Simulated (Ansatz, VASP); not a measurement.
**RbTaAs2: VASP beside Ansatz**

```
Rb Ta As
1.0
     3.79435    0.00000    0.00000
     0.00000    3.79435    0.00000
     0.00000    0.00000    7.58869
Rb Ta As
1 1 2
Cartesian
  0.0000 0.0000 0.0000
  0.0000 0.0000 3.7943
  1.8972 1.8972 1.8972
  1.8972 1.8972 5.6915
```

Alike in both runs: task single point; functional PBE; k mesh 4 × 4 × 2; occupations gaussian, width 0.1 eV; no spin polarisation.

|  | VASP | Ansatz |
| --- | --- | --- |
| version | VASP 6.6.1 | Ansatz 0.2.0 |
| potentials or method | VASP PAW PBE potentials, release 64 (Rb_sv, Ta_pv, As) | scalar-relativistic, plane waves, PAW |
| plane-wave cutoff (eV) | 520 | 420 |
| valence electrons in the cell | 30 | 52 |

```csv
,VASP,Ansatz,Ansatz less VASP
gap on the k mesh at the Fermi level (eV),none,none,-
pressure (GPa),-10.8,-10.9,-0.08
largest component of the traceless stress (GPa),1.47,1.48,+0.013
rms of the force components (eV/Å),1.338,1.336,-0.0024
```

Atom by atom the forces differ by 0.002 eV/Å (rms over components). A gap of «none» marks a metal or a gap that the smearing closes. With one functional, cell and mesh, what is left measures potentials, basis and numerics. The two sets of potentials don't hold the same shells in valence.

Caveats: the k mesh is coarse (spacing up to 0.41 Å⁻¹), so the values aren't converged; forces of over 1 eV/Å show positions far from the minimum, so gaps and moduli don't describe the material at rest. Spin-orbit coupling is left out, which matters for the levels of Ta.
